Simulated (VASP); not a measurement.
Here is the system:

```
HfB2
1.0
    1.56229    -2.70596     0.00000
    1.56229     2.70596     0.00000
    0.00000     0.00000     3.45438
Hf B
1 2
Cartesian
  0.00000   0.10000   0.00000
  1.56229   0.90199   1.72719
  1.56229  -0.90199   1.72719
```

These are PBEsol GGA, VASP's PBE PAW potentials (set 64) (plane waves; VASP) values and carry that method's errors. Run with 600 eV cut-off, 10×10×8 Γ-centred mesh, first-order Methfessel-Paxton smearing of 0.10 eV, potentials Hf_pv B.

Question: Which forces act on the atoms, in eV/Å?

Answer: 
```
atom     Fx      Fy     Fz
----  -----  ------  -----
Hf1   0.000  -1.441  0.000
B2    0.000   0.680  0.000
B3    0.000   0.761  0.000
```

Question: Give the stress tensor in GPa (positive for a compressed cell).

Answer: 
```
0.22  0.00  0.00
0.00  0.64  0.00
0.00  0.00  1.36
```
The pressure is its mean diagonal, 0.74 GPa.

The compound is HfB2 in the AlB2 type structure. This cell was strained or had an atom moved on purpose.
